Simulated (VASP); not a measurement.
Given:

```
WSe2
1.0
    3.27857     0.00000     0.00000
   -1.63928     2.83932     0.00000
    0.00000     0.00000    32.33188
W Se
3 6
Direct
  0.66667   0.33333   0.29945
  0.66667   0.33333   0.70055
  0.33333   0.66667   0.50000
  0.33333   0.66667   0.35153
  0.33333   0.66667   0.24737
  0.66667   0.33333   0.55208
  0.33333   0.66667   0.75263
  0.33333   0.66667   0.64847
  0.66667   0.33333   0.44792
```

Level of theory: HSE06 screened hybrid (exact exchange on a k-mesh reduced by 3x3x1), VASP's PBE PAW potentials (set 64) (plane waves; VASP). Settings: PREC = Normal, EDIFF = 1E-5, 400 eV cut-off, 12×12×1 Γ-centred mesh, Gaussian smearing of 0.050 eV, potentials W Se.

Exact exchange is summed on a reduced mesh (NKRED).

Problem. What does the run give for the energy per atom (σ→0), largest force?

Solution. 
- energy per atom (σ→0): -8652 meV/atom
- largest force: 0.673 eV/Å

The absolute energy has meaning only against runs of the same code, potentials and settings.

The cell is a sheet with vacuum, built from WSe2 (2H layered). The cell's shape comes from a PBE relaxation.
